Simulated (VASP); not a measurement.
Data:

```xyz
2
Lattice="2.4644 0.0000 0.0000 0.0000 2.4644 0.0000 0.0000 0.0000 2.4644" Properties=species:S:1:pos:R:3 pbc="T T T"
Fe     0.0000     0.0000     0.0000
B      1.2322     1.2322     1.2322
```

Method: PBEsol GGA, VASP's PBE PAW potentials (set 64) (plane waves; VASP). Numerical set-up: 520 eV cut-off, 13×13×13 Γ-centred mesh, first-order Methfessel-Paxton smearing of 0.10 eV, potentials Fe B.

Predict the energy per atom (σ→0), band gap (on the k-mesh) with the smallest direct gap where there is one.

| Property | Result |
|---|---|
| band gap (on the k-mesh) | none (metal, semimetal or under 0.01 eV) |
| energy per atom (σ→0) | -8.202 eV/atom |

Only differences to runs with the same potentials and settings are physical.

The structure was generated: FeB was put into the CsCl type type (Pm-3m), which need not be its known phase. It was relaxed first, which changed the volume by -32 %. The start is the result of an earlier pass. The run is not spin-polarised, so no magnetic state was tried. The electron count is odd and the run is not spin-polarised, which forces a metal.
